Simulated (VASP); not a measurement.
OSZICAR of a VASP run on PbTe (rock salt):

OSZICAR:
```
       N       E                     dE             d eps       ncg     rms          rms(c)
DAV:   1     0.746676599434E+02    0.74668E+02   -0.93124E+03   812   0.138E+03
DAV:   2    -0.756351502755E+02   -0.15030E+03   -0.14797E+03   842   0.340E+02
DAV:   3    -0.868133338077E+02   -0.11178E+02   -0.11136E+02  1088   0.997E+01
DAV:   4    -0.870872283199E+02   -0.27389E+00   -0.27381E+00   962   0.191E+01
DAV:   5    -0.870962239850E+02   -0.89957E-02   -0.89956E-02  1114   0.305E+00    0.314E+00
DAV:   6    -0.826398472274E+02    0.44564E+01   -0.19323E+00   980   0.270E+01    0.271E+00
DAV:   7    -0.825954641594E+02    0.44383E-01   -0.72595E-01   812   0.930E+00    0.163E+00
DAV:   8    -0.825962408737E+02   -0.77671E-03   -0.79504E-01   812   0.530E+00    0.632E-01
DAV:   9    -0.826679116990E+02   -0.71671E-01   -0.65360E-02   836   0.226E+00    0.570E-01
DAV:  10    -0.826304821909E+02    0.37430E-01   -0.39662E-02   812   0.150E+00    0.966E-01
DAV:  11    -0.827006220833E+02   -0.70140E-01   -0.22287E-01   812   0.313E+00    0.209E-01
DAV:  12    -0.827020200295E+02   -0.13979E-02   -0.12184E-02   926   0.815E-01    0.145E-01
DAV:  13    -0.827032097855E+02   -0.11898E-02   -0.28530E-04   944   0.151E-01    0.139E-01
DAV:  14    -0.827032976518E+02   -0.87866E-04   -0.46660E-04   830   0.242E-01    0.211E-01
DAV:  15    -0.827057660131E+02   -0.24684E-02   -0.19959E-03   812   0.530E-01    0.107E-01
DAV:  16    -0.827060934507E+02   -0.32744E-03   -0.71481E-04   872   0.273E-01    0.156E-01
DAV:  17    -0.827061156264E+02   -0.22176E-04   -0.66292E-05   854   0.594E-02    0.735E-02
DAV:  18    -0.827060976791E+02    0.17947E-04   -0.31259E-05   884   0.812E-02    0.163E-02
DAV:  19    -0.827061078668E+02   -0.10188E-04   -0.14401E-05   824   0.464E-02    0.102E-02
DAV:  20    -0.827061120616E+02   -0.41949E-05   -0.74552E-06   848   0.273E-02    0.279E-03
DAV:  21    -0.827061128650E+02   -0.80339E-06   -0.15248E-06   878   0.900E-03    0.344E-03
DAV:  22    -0.827061131634E+02   -0.29837E-06   -0.11891E-07   674   0.337E-03    0.301E-03
DAV:  23    -0.827061134041E+02   -0.24074E-06   -0.69589E-08   460   0.264E-03    0.110E-03
DAV:  24    -0.827061135060E+02   -0.10188E-06   -0.38647E-08   436   0.233E-03    0.599E-04
DAV:  25    -0.827061135019E+02    0.41518E-08   -0.18231E-08   412   0.183E-03
   1 F= -.82706114E+02 E0= -.82706114E+02  d E =0.000000E+00
       N       E                     dE             ncg
       N       E                     dE             ncg
       N       E                     dE             ncg
```

Q: Which electronic solver shows in the log?

A: It is blocked Davidson (ALGO = Normal, or the opening steps of other solvers). The INCAR had ALGO = Normal.

Q: Can the final energy be trusted as converged?

A: Self-consistency was reached. It stopped with EDIFF = 1E-7, NELM = 100 (r2SCAN meta-GGA, plane waves, VASP's PBE PAW potentials (set 64)).

The compound is PbTe in the rock salt structure. It was relaxed first.
